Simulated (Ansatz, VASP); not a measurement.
# Cross-check of Ga37O57 (partly crystallised Ga2O3) between VASP and Ansatz

Aim: how closely do two programs agree when they are given the same cell, functional and k mesh? Of the first pair: The structure shown is the start of the Ansatz relaxation below; VASP solves that cell, so the two are compared at the walk's first step.

Main program and level: Ansatz 0.2.0; plane waves, with VASP 6.6.1 beside it; single point at PBE.

### 1. Starting point

The cell holds 94 atoms: 37 Ga and 57 O. Its edges and angles: a = 10.264 Å, b = 10.264 Å, c = 10.264 Å, α = 90.0°, β = 90.0°, γ = 90.0°. It derives from Ga2O3 (partly crystallised Ga2O3). As first built, before any earlier steps moved the atoms (in the runner's words): 95 atoms (38 Fe, 57 O) placed at random at 4.7 g/cm^3, melted at 5000 K for 10 ps at fixed volume with the Morse and Coulomb pair potential with partial charges (Pedone, Malavasi, Menziani, Cormack and Segre, J. Phys. Chem. B 110, 11780 (2006)). Quenched from 5000 K to 300 K at 50 K/ps and fixed volume, held 5 ps, then minimised at fixed cell. Then Fe was replaced by Ga and the cell scaled by 1.003 (the potential has no terms for the new elements, so the cell is a start for a DFT relaxation). Nearest the centre at fractional (0.880, 0.706, 0.862): O69 at 1.88 Å, O66 at 1.92 Å, O51 at 2.00 Å, O79 at 2.03 Å, O91 at 2.24 Å, O62 at 2.72 Å, Ga3 at 2.87 Å, Ga11 at 2.97 Å.

### 2. Ansatz: relaxation, PBE

Ansatz runs on its default PAW (the set named soft_2) files.

The two programs are compared at the cell with which this relaxation starts, whose forces are those of its first step.

File input.yaml:

```yaml
crystal:
  lattice:
    - [10.2635, 0.0, 0.0]
    - [0.0, 10.2635, 0.0]
    - [0.0, 0.0, 10.2635]
  atoms:
    - { symbol: Ga, position: [0.30384, 0.398, 0.86674] }
    - { symbol: Ga, position: [0.53386, 0.78969, 0.13427] }
    - { symbol: Ga, position: [0.92665, 0.97451, 0.80233] }
    - { symbol: Ga, position: [0.96912, 0.2493, 0.76886] }
    - { symbol: Ga, position: [0.81419, 0.91766, 0.1205] }
    - { symbol: Ga, position: [0.06499, 0.47315, 0.02994] }
[... 3 atom lines left out ...]
    - { symbol: Ga, position: [0.73446, 0.4489, 0.6311] }
    - { symbol: Ga, position: [0.05305, 0.74809, 0.09054] }
[... 6 atom lines left out ...]
    - { symbol: Ga, position: [0.69811, 0.46076, 0.15878] }
    - { symbol: Ga, position: [0.14295, 0.02075, 0.03245] }
[... 1 atom line left out ...]
    - { symbol: Ga, position: [0.67619, 0.30369, 0.90425] }
[... 2 atom lines left out ...]
    - { symbol: Ga, position: [0.04982, 0.51279, 0.70453] }
[... 2 atom lines left out ...]
    - { symbol: Ga, position: [0.72529, 0.75353, 0.62191] }
    - { symbol: Ga, position: [0.55828, 0.60167, 0.87439] }
    - { symbol: Ga, position: [0.08286, 0.79475, 0.54942] }
    - { symbol: Ga, position: [0.63665, 0.92972, 0.91027] }
[... 4 atom lines left out ...]
    - { symbol: Ga, position: [0.31257, 0.78651, 0.86947] }
[... 2 atom lines left out ...]
    - { symbol: O, position: [0.99216, 0.66527, 0.44931] }
[... 1 atom line left out ...]
    - { symbol: O, position: [0.5564, 0.80547, 0.55698] }
    - { symbol: O, position: [0.86009, 0.29248, 0.92187] }
[... 1 atom line left out ...]
    - { symbol: O, position: [0.65702, 0.46822, 0.98351] }
    - { symbol: O, position: [0.79736, 0.84848, 0.47589] }
    - { symbol: O, position: [0.85251, 0.11986, 0.7017] }
[... 5 atom lines left out ...]
    - { symbol: O, position: [0.97197, 0.85401, 0.94916], spin: 0.6 }
    - { symbol: O, position: [0.99287, 0.06381, 0.15506] }
[... 2 atom lines left out ...]
    - { symbol: O, position: [0.12804, 0.59331, 0.18518] }
[... 2 atom lines left out ...]
    - { symbol: O, position: [0.78551, 0.0436, 0.98747] }
    - { symbol: O, position: [0.72389, 0.59757, 0.511] }
    - { symbol: O, position: [0.47899, 0.64415, 0.03244] }
[... 1 atom line left out ...]
    - { symbol: O, position: [0.69801, 0.79731, 0.03116] }
[... 2 atom lines left out ...]
    - { symbol: O, position: [0.90758, 0.4047, 0.68387] }
    - { symbol: O, position: [0.99313, 0.67976, 0.71499], spin: 0.6 }
[... 1 atom line left out ...]
    - { symbol: O, position: [0.27158, 0.97078, 0.88319] }
    - { symbol: O, position: [0.9434, 0.60354, 0.00081], spin: 0.6 }
    - { symbol: O, position: [0.05386, 0.10317, 0.87456] }
    - { symbol: O, position: [0.8302, 0.52208, 0.26889] }
[... 2 atom lines left out ...]
    - { symbol: O, position: [0.212, 0.68241, 0.97004] }
    - { symbol: O, position: [0.17914, 0.87842, 0.14592] }
    - { symbol: O, position: [0.29771, 0.76827, 0.68559] }
[... 1 atom line left out ...]
    - { symbol: O, position: [0.06238, 0.93029, 0.67403] }
    - { symbol: O, position: [0.77995, 0.85327, 0.77559], spin: 0.6 }
[... 2 atom lines left out ...]
    - { symbol: O, position: [0.50128, 0.79434, 0.83216] }
[... 3 atom lines left out ...]
    - { symbol: O, position: [0.19606, 0.47789, 0.60131] }
[... 1 atom line left out ...]
    - { symbol: O, position: [0.11638, 0.41924, 0.85476] }
    - { symbol: O, position: [0.91515, 0.79988, 0.213] }
[... 1 atom line left out ...]
    - { symbol: O, position: [0.71152, 0.60811, 0.76331], spin: 0.6 }
[... 2 atom lines left out ...]
    - { symbol: O, position: [0.27064, 0.1475, 0.07826] }
magnetization:
  spin_polarized: true
kpoints:
  mp_grid: { grid: [1, 1, 1] }
hamiltonian:
  xc: pbe
scf:
  occupations: { method: fermi_dirac, width: 0.025 }
  lower_state_search: "off"
output:
  forces: true
  eigenvalues: true
relax:
  f_tol: 0.05
  max_steps: 90
```

Run with:

```console
$ ansatz run input.yaml --threads 4 --pin off --max-ram 8192MiB --backend cpu --events-out ev --progress --plain --runs-dir out
```

Numbers of over 12 decimals in the logs are rounded to 6 here.

Log:

```text
Engine: ansatz 0.2.0, aarch64-unknown-linux-gnu
Pseudopotentials: kind: paw
Pseudopotential: Ga, paw, valence charge 13, recommended cutoff 420 eV (normal), Ga.paw.azcp
Pseudopotential: O, paw, valence charge 6, recommended cutoff 420 eV (normal), O.paw.azcp
Functional definition: PBE
  parameter kappa = 0.804
  parameter beta = 0.066725
  exchange = pbe_x(kappa = kappa, mu = beta*pi^2/3)
  correlation = pbe_c(beta = beta)
Crystal: 94 atoms, lattice volume = 1081.151 Å³
Basis set: ecut = 420 eV, 21247 PW (Γ), exchange–correlation on 144×144×144 points (8 copies of the dense FFT grid, shifted against one another)
Bands: 507, of which v1, the nominal top of the filled ones, is band 412 counted from 1 (411 counted from 0)
Symmetry: 1 space group operations
Space group: P1 (ITA 1), of the structure as read, at distance tolerance 1.0e-4 Å
Magnetic group: BNS 1.1 (UNI 1), of the structure as read, at distance tolerance 1.0e-4 Å
k-points: 1
Non-local potential: Ga, projectors of the file, l = 0: 2, l = 1: 2, l = 2: 3, l = 3: 1
Non-local potential: O, projectors of the file, l = 0: 2, l = 1: 2, l = 2: 1
PAW form: soft (Blöchl's): semilocal exchange-correlation on the pseudo side does not see the compensation charge
PAW one-centre angular grid: Ga, 590 points (default); XC on 64 Gauss nodes
PAW one-centre angular grid: O, 110 points (default); XC on 64 Gauss nodes
Initial density: superposition of atomic densities (chi_scale 0.1, normalization cell, long waves kept (reshape's long-wave potential 0.45 eV rms))
Starting moments: Σ|m| = 3 μB on 5 of 94 sites
Initial wavefunctions: pseudopotential atomic-orbital guess
Functional: x = pbe(κ = 0.804, μ = 0.219515), c = pbe(β = 0.066725)
SCF iter   1: F=—  HF=-172350.362579 eV  |F-HF|=—  |Δ(HF+E_count)|=         —  Δρ=5.60e-2 (↑5.31e-2 ↓5.60e-2)  dr2=7.42e1  dr2_m=1.11e0  M=2.992 μB ∫|m|=3.410 μB  β_m=0.30  ethr=3.10e-3  ⟨swp⟩=5.0  Hψ=3144  notcnv=0  defer=114
preconditioner: auto → Resta (q_TF=auto, 2.607 Å⁻¹)  ε∞=4.2  [insulator: Δε(μ)=0.070 eV  Ē_g=18.050 eV  σ=0.025 eV  W_gap=0.60  n_scr=340 (ndim 8)  ℏωp=32.4 eV  f_vac=0.016  D(μ)=12.87/eV (n_scr^D=56)  ε∞_Penn≈4.2]
spin=Collinear: Resta preconditioning applied to the charge; magnetization (m = ρ↑ − ρ↓) channel mixes plain (no charge-response kernel on spin).
SCF iter   2: F=—  HF=-172336.502213 eV  |F-HF|=—  |Δ(HF+E_count)|=    1.39e1  Δρ=3.82e-2 (↑3.42e-2 ↓3.82e-2)  dr2=3.12e1  dr2_m=7.27e-1  M=3.000 μB ∫|m|=3.297 μB  β_m=0.30  ethr=3.10e-3  ⟨swp⟩=2.5  Hψ=1944  notcnv=0  defer=174
SCF iter   3: F=—  HF=-172331.815059 eV  |F-HF|=—  |Δ(HF+E_count)|=    4.69e0  Δρ=3.38e-2 (↑2.14e-2 ↓3.38e-2)  dr2=2.53e1  dr2_m=1.39e0  M=2.983 μB ∫|m|=3.368 μB  β_m=0.30  ethr=3.10e-3  ⟨swp⟩=2.5  Hψ=1897  notcnv=0  defer=174
SCF iter   4: F=—  HF=-172328.019490 eV  |F-HF|=—  |Δ(HF+E_count)|=    3.80e0  Δρ=1.91e-2 (↑9.10e-3 ↓1.91e-2)  dr2=7.46e0  dr2_m=6.58e-1  M=2.825 μB ∫|m|=3.226 μB  β_m=0.30  ethr=3.07e-3  ⟨swp⟩=3.0  Hψ=1316  notcnv=0  defer=174
SCF iter   5: F=—  HF=-172327.567654 eV  |F-HF|=—  |Δ(HF+E_count)|=   4.52e-1  Δρ=1.42e-2 (↑6.53e-3 ↓1.42e-2)  dr2=3.38e0  dr2_m=4.03e-1  M=3.000 μB ∫|m|=3.302 μB  β_m=0.30  ethr=9.07e-4  ⟨swp⟩=2.0  Hψ=1377  notcnv=0  defer=174
SCF iter   6: F=—  HF=-172327.312034 eV  |F-HF|=—  |Δ(HF+E_count)|=   2.56e-1  Δρ=7.68e-3 (↑3.95e-3 ↓7.68e-3)  dr2=1.17e0  dr2_m=1.11e-1  M=2.999 μB ∫|m|=3.275 μB  β_m=0.30  ethr=4.11e-4  ⟨swp⟩=2.0  Hψ=1571  notcnv=0  defer=174
SCF iter   7: F=—  HF=-172327.357024 eV  |F-HF|=—  |Δ(HF+E_count)|=   4.50e-2  Δρ=7.33e-3 (↑2.89e-3 ↓7.33e-3)  dr2=7.40e-1  dr2_m=1.36e-1  M=3.000 μB ∫|m|=3.292 μB  β_m=0.30  ethr=1.42e-4  ⟨swp⟩=2.0  Hψ=1377  notcnv=0  defer=174
SCF iter   8: F=—  HF=-172327.416341 eV  |F-HF|=—  |Δ(HF+E_count)|=   5.93e-2  Δρ=3.56e-3 (↑2.14e-3 ↓3.56e-3)  dr2=1.72e-1  dr2_m=3.65e-2  M=2.991 μB ∫|m|=3.284 μB  β_m=0.30  ethr=8.99e-5  ⟨swp⟩=2.0  Hψ=1588  notcnv=0  defer=174
SCF iter   9: F=—  HF=-172327.482248 eV  |F-HF|=—  |Δ(HF+E_count)|=   6.59e-2  Δρ=3.87e-3 (↑1.59e-3 ↓3.87e-3)  dr2=2.56e-1  dr2_m=4.07e-2  M=2.992 μB ∫|m|=3.287 μB  β_m=0.30  ethr=2.09e-5  ⟨swp⟩=2.0  Hψ=1578  notcnv=0  defer=174
SCF iter  10: F=—  HF=-172327.500414 eV  |F-HF|=—  |Δ(HF+E_count)|=   1.82e-2  Δρ=2.98e-3 (↑1.28e-3 ↓2.98e-3)  dr2=1.76e-1  dr2_m=2.30e-2  M=2.999 μB ∫|m|=3.294 μB  β_m=0.30  ethr=2.09e-5  ⟨swp⟩=2.0  Hψ=1581  notcnv=0  defer=174
SCF iter  11: F=—  HF=-172327.499881 eV  |F-HF|=—  |Δ(HF+E_count)|=   5.33e-4  Δρ=1.75e-3 (↑1.02e-3 ↓1.75e-3)  dr2=7.71e-2  dr2_m=9.37e-3  M=2.998 μB ∫|m|=3.295 μB  β_m=0.30  ethr=2.09e-5  ⟨swp⟩=2.0  Hψ=1006  notcnv=0  defer=174
Mixer restart at iter 11: flushing history
spin-set hold released at iteration 11 (site moments contracting): the magnetisation degrees of freedom join the quasi-Newton model from the next iteration; the mixer history was flushed
[...]
--- Relaxed structure (9 steps of the walk, 8 accepted, 0 SCFs on fresh bases) ---
  F+E_penalty+E_count = -172329.27156467 eV   max|allowed force component| = 4.512e-2 eV/Å
  atoms:
    - { symbol: Ga, position: [0.298457, 0.394561, 0.864397] }
    - { symbol: Ga, position: [0.532991, 0.789996, 0.133723] }
    - { symbol: Ga, position: [0.929547, 0.961344, 0.799493] }
    - { symbol: Ga, position: [0.963346, 0.247891, 0.767998] }
    - { symbol: Ga, position: [0.807320, 0.919099, 0.131669] }
    - { symbol: Ga, position: [0.071109, 0.468041, 0.035694] }
    - { symbol: Ga, position: [0.450417, 0.377892, 0.379462] }
    - { symbol: Ga, position: [0.869580, 0.350639, 0.355133] }
    - { symbol: Ga, position: [0.133101, 0.555211, 0.370582] }
    - { symbol: Ga, position: [0.728984, 0.451143, 0.628436] }
    - { symbol: Ga, position: [0.046014, 0.745091, 0.088146] }
    - { symbol: Ga, position: [0.190295, 0.067615, 0.727297] }
    - { symbol: Ga, position: [0.177682, 0.309828, 0.499923] }
    - { symbol: Ga, position: [0.275810, 0.837035, 0.321524] }
    - { symbol: Ga, position: [0.336972, 0.597243, 0.612887] }
    - { symbol: Ga, position: [0.486301, 0.187809, 0.677606] }
    - { symbol: Ga, position: [0.377941, 0.108792, 0.420146] }
    - { symbol: Ga, position: [0.696778, 0.459090, 0.154838] }
    - { symbol: Ga, position: [0.132266, 0.012602, 0.027199] }
    - { symbol: Ga, position: [0.314133, 0.603017, 0.108746] }
    - { symbol: Ga, position: [0.674625, 0.301382, 0.902636] }
    - { symbol: Ga, position: [0.224747, 0.281684, 0.188436] }
    - { symbol: Ga, position: [0.776333, 0.150791, 0.539617] }
    - { symbol: Ga, position: [0.046137, 0.513204, 0.701708] }
[...]
- { symbol: Ga, position: [0.642109, 0.923708, 0.903335] }
    - { symbol: Ga, position: [0.454316, 0.897069, 0.672758] }
    - { symbol: Ga, position: [0.043543, 0.061455, 0.343919] }
    - { symbol: Ga, position: [0.626557, 0.921732, 0.414796] }
    - { symbol: Ga, position: [0.409573, 0.097367, 0.957185] }
    - { symbol: Ga, position: [0.312841, 0.789117, 0.867371] }
    - { symbol: Ga, position: [0.573140, 0.623676, 0.401262] }
    - { symbol: Ga, position: [0.606715, 0.147312, 0.179893] }
    - { symbol: O, position: [1.000086, 0.672409, 0.440922] }
    - { symbol: O, position: [0.634182, 0.758441, 0.297401] }
    - { symbol: O, position: [0.557845, 0.804496, 0.557611] }
    - { symbol: O, position: [0.857194, 0.291202, 0.923472] }
    - { symbol: O, position: [0.560439, 0.483763, 0.274766] }
    - { symbol: O, position: [0.654396, 0.467494, 0.979606] }
    - { symbol: O, position: [0.797396, 0.853048, 0.480442] }
    - { symbol: O, position: [0.852808, 0.117024, 0.699958] }
    - { symbol: O, position: [0.532488, 0.039348, 0.794802] }
    - { symbol: O, position: [0.420906, 0.945181, 0.364764] }
    - { symbol: O, position: [0.128707, 0.918255, 0.412725] }
    - { symbol: O, position: [0.241903, 0.692330, 0.452145] }
    - { symbol: O, position: [0.346770, 0.038639, 0.617211] }
    - { symbol: O, position: [1.002303, 0.882943, 0.963059] }
    - { symbol: O, position: [0.995101, 0.062765, 0.163643] }
    - { symbol: O, position: [0.472281, 0.213106, 0.287680] }
    - { symbol: O, position: [0.761962, 0.278499, 0.189831] }
    - { symbol: O, position: [0.134177, 0.594753, 0.189494] }
    - { symbol: O, position: [0.274667, 0.409360, 0.323900] }
    - { symbol: O, position: [0.695334, 0.0091495, 0.257779] }
    - { symbol: O, position: [0.787032, 0.046497, 1.000240] }
    - { symbol: O, position: [0.735308, 0.602696, 0.495905] }
    - { symbol: O, position: [0.476865, 0.643648, 0.028740] }
    - { symbol: O, position: [0.465341, 0.526128, 0.505688] }
[...]
- { symbol: O, position: [0.390612, 0.267080, 0.525926] }
    - { symbol: O, position: [0.113897, 0.426922, 0.852945] }
    - { symbol: O, position: [0.912526, 0.797606, 0.214543] }
    - { symbol: O, position: [0.609298, 0.079868, 0.523904] }
    - { symbol: O, position: [0.681305, 0.598388, 0.735417] }
    - { symbol: O, position: [0.278859, 0.424908, 0.050232] }
    - { symbol: O, position: [0.737884, 0.330051, 0.486263] }
    - { symbol: O, position: [0.265252, 0.140811, 0.077417] }
```

The column dr2 measures how far the density is from self-consistency, as an energy; F and HF (Harris–Foulkes) agree once it is small.

### 3. VASP: single point, PBE, start cell, pair 1

The same cell, functional, mesh and smearing now go to VASP, with its own data sets.

Lines of VASP's logs that name or quote its potential files are left out, and so is its time.

File INCAR:

```
SYSTEM = Ga37O57
PREC = Accurate
ENCUT = 520
EDIFF = 1E-06
NELM = 200
ISMEAR = -1
SIGMA = 0.025
LREAL = Auto
ALGO = Normal
GGA = PE
NBANDS = 480
ISPIN = 2
MAGMOM = 0 0 -0 0 0 0 -0 0 0 -0 -0 -0 -0 -0 0 -0 0 -0 -0 0 -0 -0 0 0 0 0 0 0 -0 -0 -0 -0 -0 0 0 0 -0 0.36 0.01 0 0 0.01 0.01 0.02 0.01 0 0.01 0.05 0.01 0 0.14 0.03 0 0 0.02 0 0.01 0.08 0.03 0.02 0 0.06 0 0 0 0.41 0.02 0.01 0.46 0 0.14 0.03 0.01 0.11 0.31 0 0.01 0.04 0.01 0 0 0 0 0.06 0.01 -0 0 0.01 0.04 0.01 0.01 0.01 0 0.01
LORBIT = 11
LWAVE = .FALSE.
LCHARG = .FALSE.
ISIF = 2
LASPH = .TRUE.
GGA_COMPAT = .FALSE.
NCORE = 2
```

File POSCAR:

```
Ga37O57
1.0
   10.2635000000      0.0000000000      0.0000000000
    0.0000000000     10.2635000000      0.0000000000
    0.0000000000      0.0000000000     10.2635000000
Ga O
37 57
Direct
    0.3038437180      0.3980026307      0.8667413650
    0.5338627174      0.7896916257      0.1342719345
    0.9266527013      0.9745116188      0.8023286403
    0.9691235933      0.2493009207      0.7688605252
    0.8141861938      0.9176596678      0.1205047011
    0.0649875773      0.4731524334      0.0299410532
[... 3 atom lines left out ...]
    0.7344570566      0.4489014469      0.6311005018
    0.0530520778      0.7480878843      0.0905441613
[... 6 atom lines left out ...]
    0.6981146782      0.4607590003      0.1587762459
    0.1429531836      0.0207531544      0.0324548156
[... 1 atom line left out ...]
    0.6761923321      0.3036878258      0.9042529352
[... 2 atom lines left out ...]
    0.0498173138      0.5127880353      0.7045257466
[... 2 atom lines left out ...]
    0.7252886442      0.7535343694      0.6219126029
    0.5582793394      0.6016660983      0.8743898280
    0.0828567253      0.7947483802      0.5494227116
    0.6366541628      0.9297218298      0.9102742729
[... 4 atom lines left out ...]
    0.3125736834      0.7865055780      0.8694694792
[... 2 atom lines left out ...]
    0.9921566717      0.6652701320      0.4493106640
[... 1 atom line left out ...]
    0.5563988893      0.8054659716      0.5569834852
    0.8600867151      0.2924830711      0.9218687582
[... 1 atom line left out ...]
    0.6570175866      0.4682223413      0.9835143957
    0.7973595752      0.8484824865      0.4758902908
    0.8525064549      0.1198616456      0.7017001997
[... 5 atom lines left out ...]
    0.9719686267      0.8540069177      0.9491596434
    0.9928679300      0.0638086423      0.1550640620
[... 2 atom lines left out ...]
    0.1280362449      0.5933063770      0.1851804940
[... 2 atom lines left out ...]
    0.7855117650      0.0436011107      0.9874701613
    0.7238856141      0.5975739270      0.5109952745
    0.4789886491      0.6441467336      0.0324353291
[... 1 atom line left out ...]
    0.6980075023      0.7973108589      0.0311589614
[... 2 atom lines left out ...]
    0.9075753885      0.4046962537      0.6838700248
    0.9931309982      0.6797583670      0.7149900132
[... 1 atom line left out ...]
    0.2715837677      0.9707799484      0.8831879963
    0.9434013738      0.6035368052      0.0008086910
    0.0538607687      0.1031714327      0.8745554635
    0.8302041214      0.5220831101      0.2688946266
[... 2 atom lines left out ...]
    0.2120037024      0.6824085351      0.9700394602
    0.1791396697      0.8784235397      0.1459151362
    0.2977054611      0.7682661860      0.6855945827
[... 1 atom line left out ...]
    0.0623763823      0.9302869392      0.6740293272
    0.7799483607      0.8532664296      0.7755931213
[... 2 atom lines left out ...]
    0.5012812393      0.7943391631      0.8321625177
[... 3 atom lines left out ...]
    0.1960637210      0.4778876602      0.6013055975
[... 1 atom line left out ...]
    0.1163833000      0.4192429483      0.8547571491
    0.9151459054      0.7998830808      0.2129975155
[... 1 atom line left out ...]
    0.7115214108      0.6081063965      0.7633068641
[... 2 atom lines left out ...]
    0.2706386710      0.1475032884      0.0782579042
```

File KPOINTS:

```
Automatic mesh
0
Gamma
1 1 1
0 0 0
```

PAW data sets: Ga_d and O (PBE family, release 64).

Run with:

```console
$ mpirun -np 8 vasp_gam
```

Log:

```text
[banner, memory and clock lines left out]
running    8 mpi-ranks, on    1 nodes
[...]
LDA part: xc-table for (Slater+PW92), standard interpolation
 POSCAR, INCAR and KPOINTS ok, starting setup
[...]
entering main loop
       N       E                     dE             d eps       ncg     rms          rms(c)
DAV:   1     0.239045509919E+05    0.23905E+05   -0.28794E+05  1920   0.356E+03
DAV:   2     0.569202070948E+04   -0.18213E+05   -0.17343E+05  1920   0.104E+03
DAV:   3     0.258856962753E+03   -0.54332E+04   -0.51127E+04  2432   0.388E+02
DAV:   4    -0.545412062333E+03   -0.80427E+03   -0.77902E+03  2240   0.155E+02
[...]
DAV:  27    -0.543593740138E+03   -0.43482E-05   -0.31717E-05  2672   0.233E-02    0.135E-02
DAV:  28    -0.543593742516E+03   -0.23777E-05   -0.16719E-05  2160   0.117E-02    0.105E-02
DAV:  29    -0.543593742354E+03    0.16158E-06   -0.35269E-06  1408   0.142E-02
   1 F= -.54359374E+03 E0= -.54358453E+03  d E =-.184231E-01  mag=     2.9974
```

OUTCAR, selected parts (step 3):

```text
  FREE ENERGIE OF THE ION-ELECTRON SYSTEM (eV)
  ---------------------------------------------------
  free  energy   TOTEN  =      -543.5937423541 eV

  energy  without entropy=     -543.5753192469  energy(sigma->0) =     -543.58453080

 magnetization (x)
# of ion       s       p       d       tot
------------------------------------------
    1       -0.000  -0.000   0.000  -0.000
    2       -0.001  -0.001   0.003   0.000
    3       -0.005  -0.006   0.000  -0.011
    4       -0.001   0.001   0.001   0.001
    5       -0.002  -0.004   0.002  -0.004
    6       -0.007  -0.005   0.008  -0.004
    7       -0.000   0.000   0.000  -0.000
    8       -0.000  -0.000   0.000  -0.000
    9       -0.001  -0.000   0.002   0.001
   10       -0.002  -0.001   0.002  -0.001
   11       -0.006  -0.008   0.000  -0.014
   12       -0.001  -0.000   0.000  -0.001
   13       -0.000  -0.000   0.000  -0.000
[...]
--------------------------------------------------
tot         -0.020   2.443   0.044   2.467

[... 2 further parts left out ...]
[key lines of the parts left out:]
E-fermi :   3.1271
```

The run ends at a pressure of -2.42 GPa, with forces up to 1.7 eV/Å.

(Part 1 of 2 ends here.)

[Lines on the potential files, build, host, timing and source positions are cut from VASP's logs without a mark.]

[Logs are printed without paths, hosts, clocks, repeated set-up lines and the standing remarks that a program may print on its own settings, such as how far it seeks lower states.]

[Hosts, paths, dates, database ids (printed as entryN), source tags and the programs' standing remarks are cut or masked in the printed files.]
